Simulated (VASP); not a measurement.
Level of theory: PBEsol GGA, VASP's PBE PAW potentials (set 64) (plane waves; VASP 6.6.1).

VASP input:

**POSCAR**
```
CdZn3Se4
4.0520650
  0.0000000000   0.7071068160   0.7071068160
  0.7071068160   0.0000000000   0.7071068160
  2.8429841113   2.8429841113  -0.0145568474
Zn Se Cd
3 4 1
Direct
  0.9868358099   0.9868358099   0.0098731425
  0.9996743881   0.9996743881   0.2502442089
  0.0115343723   0.0115343723   0.4913492207
  0.2434346626   0.2434346626   0.0674240031
  0.2554142138   0.2554142138   0.3084393397
  0.2674380113   0.2674380113   0.5494214915
  0.2299042185   0.2299042185   0.8275718361
  0.0057643235   0.0057643235   0.7456767573
```

### INCAR
```
# general
SYSTEM   =  CdZn3Se4
PREC     =  Accurate
ENCUT    =  400
LREAL    =  .FALSE.
LASPH    =  .TRUE.   # aspherical one-centre terms

# electronic loop
EDIFF    =  1E-7
NELM     =  100   # most electronic steps
ALGO     =  Normal   # blocked Davidson
LMAXMIX  =  4   # l cut-off of mixed one-centre charges

# smearing
ISMEAR   =  -5

# functional
GGA      =  PS   # PBEsol

# ions
ISIF     =  2   # forces and stress, cell fixed

# output
LWAVE    =  .FALSE.
LCHARG   =  .TRUE.
LORBIT   =  11   # lm-projected
NEDOS    =  601

# other
LEFG     =  .TRUE.
```

### KPOINTS
```
Automatic mesh
0
Gamma
8 8 2
0 0 0
```

POTCAR, in this order: Zn Se Cd (PBE.64 set). Program: vasp_std.

The resulting files:

OSZICAR:
```
       N       E                     dE             d eps       ncg     rms          rms(c)
DAV:   1     0.516403928835E+03    0.51640E+03   -0.28446E+04  1720   0.152E+03
DAV:   2     0.314841730558E+02   -0.48492E+03   -0.47212E+03  1766   0.376E+02
DAV:   3    -0.258306952164E+02   -0.57315E+02   -0.56842E+02  1941   0.132E+02
DAV:   4    -0.276451841344E+02   -0.18145E+01   -0.18086E+01  2016   0.228E+01
DAV:   5    -0.276633867382E+02   -0.18203E-01   -0.18188E-01  2000   0.232E+00    0.110E+01
DAV:   6    -0.263604850235E+02    0.13029E+01   -0.33812E+00  2228   0.361E+01    0.824E+00
DAV:   7    -0.263711996514E+02   -0.10715E-01   -0.26691E+00  1856   0.764E+00    0.321E+00
DAV:   8    -0.263467626421E+02    0.24437E-01   -0.15775E-01  2002   0.397E+00    0.614E-01
DAV:   9    -0.263433044389E+02    0.34582E-02   -0.27206E-02  2144   0.175E+00    0.210E-01
DAV:  10    -0.263431872298E+02    0.11721E-03   -0.35886E-03  2133   0.991E-01    0.104E-01
DAV:  11    -0.263432466723E+02   -0.59443E-04   -0.44406E-04  1976   0.509E-01    0.628E-02
DAV:  12    -0.263433087438E+02   -0.62071E-04   -0.15953E-04  2053   0.142E-01    0.217E-02
DAV:  13    -0.263433120702E+02   -0.33264E-05   -0.74043E-05  2016   0.242E-01    0.625E-03
DAV:  14    -0.263433139506E+02   -0.18804E-05   -0.84310E-06  1893   0.278E-02    0.310E-03
DAV:  15    -0.263433144668E+02   -0.51624E-06   -0.18451E-06  1989   0.174E-02    0.169E-03
DAV:  16    -0.263433145139E+02   -0.47109E-07   -0.74362E-07  1781   0.129E-02
   1 F= -.26343315E+02 E0= -.26343315E+02  d E =0.000000E+00
```

File OUTCAR:
```
------------------------ aborting loop because EDIFF is reached ----------------------------------------
  FORCE on cell =-STRESS in cart. coord.  units (eV):
  Direction    XX          YY          ZZ          XY          YZ          ZX
  --------------------------------------------------------------------------------------
  Total        0.0143337      0.0143337      0.0143337      0.0223655     -0.0223655     -0.0223655
  in kB        0.1211025      0.1211025      0.1211025      0.1889622     -0.1889622     -0.1889622
  external PRESSURE =       0.1211025 kB  Pullay stress =       0.0000000 kB
  volume of cell :      189.63
      direct lattice vectors                 reciprocal lattice vectors
     0.000000000  2.865242780  2.865242780    -0.174059666  0.174950898  0.174059666
     2.865242780  0.000000000  2.865242780     0.174950898 -0.174059666  0.174059666
    11.519956413 11.519956413 -0.058985292     0.043292108  0.043292108 -0.043292108
 POSITION                                       TOTAL-FORCE (eV/Angst)
 -----------------------------------------------------------------------------------
      2.94126      2.94126      5.65447        -0.008558     -0.008558      0.008558
      5.74711      5.74711      5.71386         0.001858      0.001858     -0.001858
      5.69337      5.69337      0.03712        -0.005496     -0.005496      0.005496
      1.47422      1.47422      1.39102        -0.000020     -0.000020      0.000020
      4.28503      4.28503      1.44545         0.000664      0.000664     -0.000664
      7.09559      7.09559      1.50014         0.006309      0.006309     -0.006309
     10.19232     10.19232      1.26865         0.001273      0.001273     -0.001273
      8.60668      8.60668     -0.01095         0.003971      0.003971     -0.003971
 -----------------------------------------------------------------------------------
    total drift:                               -0.000820     -0.000820      0.000770
  FREE ENERGIE OF THE ION-ELECTRON SYSTEM (eV)
  ---------------------------------------------------
  free  energy   TOTEN  =       -26.3433145139 eV

  energy  without entropy=      -26.3433145139  energy(sigma->0) =      -26.34331451

 total charge

# of ion       s       p       d       tot
------------------------------------------
    1        0.536   0.445   9.784  10.764
    2        0.537   0.447   9.782  10.767
    3        0.537   0.446   9.784  10.766
    4        1.439   2.407   0.030   3.876
    5        1.439   2.408   0.030   3.876
    6        1.440   2.397   0.028   3.865
    7        1.443   2.419   0.029   3.891
    8        0.460   0.353   9.546  10.359
--------------------------------------------------
tot          7.831  11.321  39.013  58.165

 Electric field gradients after diagonalization (V/A^2)
 (convention: |V_zz| > |V_xx| > |V_yy|)
----------------------------------------------------------------------
 ion       V_xx      V_yy      V_zz     asymmetry (V_yy - V_xx)/ V_zz
----------------------------------------------------------------------
   1       0.050     0.037    -0.087       0.143
   2       2.730     2.727    -5.457       0.000
   3       2.825     2.808    -5.633       0.003
   4       9.000     8.999   -18.000       0.000
   5       8.309     8.308   -16.617       0.000
   6       1.912     1.912    -3.824       0.000
   7     -35.983   -35.982    71.966       0.000
   8       2.730     2.727    -5.457       0.001
```
(Selected blocks of OUTCAR.)

**OUTCAR**
```
 val. band max:        1.6024211725   @ k =   0.0000   0.0000   0.0000

 cond. band min:       2.3771826094   @ k =   0.0000   0.0000   0.0000


 Fermi energy:         1.6202365848

 k-point     1 :       0.0000    0.0000    0.0000
  band No.  band energies     occupation
      1     -11.8199      2.00000
      2     -11.5232      2.00000
      3     -11.3211      2.00000
      4     -10.9934      2.00000
      5      -6.4628      2.00000
      6      -6.4628      2.00000
      7      -6.3660      2.00000
      8      -6.1181      2.00000
      9      -6.1181      2.00000
     10      -5.1629      2.00000
     11      -5.1629      2.00000
     12      -5.1498      2.00000
     13      -5.1217      2.00000
     14      -5.1217      2.00000
     15      -5.0916      2.00000
     16      -5.0806      2.00000
     17      -5.0806      2.00000
     18      -4.8318      2.00000
     19      -4.8318      2.00000
     20      -4.7951      2.00000
     21      -4.7951      2.00000
     22      -4.7731      2.00000
     23      -4.7731      2.00000
     24      -4.7285      2.00000
     25      -3.7591      2.00000
     26      -1.6838      2.00000
     27      -1.6106      2.00000
     28       0.4718      2.00000
     29       0.4718      2.00000
     30       0.8068      2.00000
     31       0.8068      2.00000
     32       1.0525      2.00000
     33       1.0525      2.00000
     34       1.3636      2.00000
     35       1.6024      2.00000
     36       1.6024      2.00000
     37       2.3772      0.00000
     38       3.6849      0.00000
     39       3.8068      0.00000
     40       4.4041      0.00000
     41       6.8759      0.00000
     42       7.1211      0.00000
     43       7.1211      0.00000

 k-point     2 :       0.1250    0.0000   -0.0000
  band No.  band energies     occupation
      1     -11.7302      2.00000
      2     -11.4751      2.00000
      3     -11.2360      2.00000
      4     -10.9618      2.00000
      5      -6.4398      2.00000
...
```

The structure was generated: CdZn3Se4 was put into an ordered model structure (R3m), which need not be its known phase. It was relaxed first.
